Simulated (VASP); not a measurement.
Given:

```yaml
crystal:
  lattice:
    - [-1.91111, 1.91111, 4.28067]
    - [1.91111, -1.91111, 4.28067]
    - [1.91111, 1.91111, -4.28067]
  atoms:
    - { symbol: Ti, position: [0.00000, 0.00000, 0.00000] }
    - { symbol: Al, position: [0.50000, 0.50000, 0.00000] }
    - { symbol: Al, position: [0.75000, 0.25000, 0.50000] }
    - { symbol: Al, position: [0.25000, 0.75000, 0.50000] }
```

All values below come from PBE GGA, VASP's PBE PAW potentials (set 64) (plane waves; VASP 6.6.1). Settings: 300 eV cut-off, 12×12×12 Γ-centred mesh, Fermi-Dirac smearing of 0.10 eV, potentials Ti_sv Al.

At this cut-off the stress carries a Pulay error, which pulls relaxed volumes low.

Problem. Give the stress tensor in GPa (positive for a compressed cell).

Solution. 
```
2.08  0.00  0.00
0.00  2.08  0.00
0.00  0.00  1.87
```
The pressure is its mean diagonal, 2.01 GPa.

The structure comes from a computed database's TiAl3 entry (I4/mmm); how it stands against other phases isn't given here. The cell was not relaxed at this level. The electron count is odd and the run is not spin-polarised, which forces a metal.
